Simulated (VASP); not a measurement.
Consider the following.

```yaml
crystal:
  lattice:
    - [0.00000, 1.84110, 1.84110]
    - [1.84110, 0.00000, 1.84110]
    - [1.84110, 1.84110, 0.00000]
  atoms:
    - { symbol: Cu, position: [0.00000, 0.00000, 0.00000] }
```

Calculation: PBE GGA, VASP's PBE PAW potentials (set 64) (plane waves; VASP). Numerical set-up: 400 eV cut-off, 15×15×15 Γ-centred mesh, first-order Methfessel-Paxton smearing of 0.10 eV, potentials Cu.

### Question
Give the stress tensor in GPa (positive for a compressed cell).

### Answer

```
-5.72   0.00   0.00
 0.00  -5.72   0.00
 0.00   0.00  -5.72
```
The pressure is its mean diagonal, -5.72 GPa.

The compound is Cu in the fcc structure. The cell was not relaxed at this level.
